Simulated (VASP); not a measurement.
Set up this calculation in VASP 6.6.1, as the native input.

```yaml
Task: relaxation of cell and atoms
Functional: LDA
Potentials_or_basis: VASP PAW LDA potentials, release 64 (Pd)
Cutoff: 600 eV
k_mesh: 16 × 16 × 16
Occupations: methfessel-paxton, width 0.1 eV
Spin: no spin polarisation
Further_INCAR_settings: ALGO = Normal; EDIFF = 1e-06; IBRION = 2; EDIFFG = -0.01; NSW = 90; ISIF = 3
```

The structure of Pd lies in POSCAR:

```
Pd
1.0
    0.0000000000      1.9465000000      1.9465000000
    1.9465000000      0.0000000000      1.9465000000
    1.9465000000      1.9465000000      0.0000000000
Pd
1
Direct
    0.0000000000      0.0000000000      0.0000000000
```

The input as run:

INCAR

```
ALGO     = Normal         # electronic algorithm
EDIFF    = 1E-6           # SCF threshold, eV
EDIFFG   = -0.01          # ionic threshold
ENCUT    = 600            # plane-wave cutoff, eV
GGA      = CA             # functional
IBRION   = 2              # ionic algorithm
ISIF     = 3              # what is computed and relaxed
ISMEAR   = 1              # smearing method
LASPH    = T              # aspherical terms in the spheres
LCHARG   = F              # write CHGCAR
LREAL    = F              # projectors in reciprocal space
LWAVE    = F              # write WAVECAR
NELM     = 80             # most SCF steps
NSW      = 90             # ionic steps
PREC     = Accurate       # precision mode
SIGMA    = 0.1            # smearing width, eV
```

KPOINTS

```
k-points
0
Gamma
  16 16 16
```

Potentials or basis: VASP PAW LDA potentials, release 64 (Pd).

Command:

```console
$ cat potpaw_LDA.64/Pd/POTCAR > POTCAR
$ mpirun -np 1 vasp_std > vasp.out
```

Results of the run:

* Relaxed volume: 14.17 Å³/atom
* Relaxed cell: a = 2.716 Å, b = 2.716 Å, c = 2.716 Å, α = 60.00°, β = 60.00°, γ = 60.00°
* Space group after relaxing (to 0.05 Å): Fm-3m (No. 225)
* Energy gained by relaxing: 15.5 meV/atom
* Ionic steps: 4
* Pressure after relaxing: 0.0 GPa
* Band gap on the k mesh: none (metal or under the smearing width)

It took 19 s on 1 thread of Intel(R) Xeon(R) 6975P-C (Granite Rapids), on a shared host, peak memory 0.15 GiB.
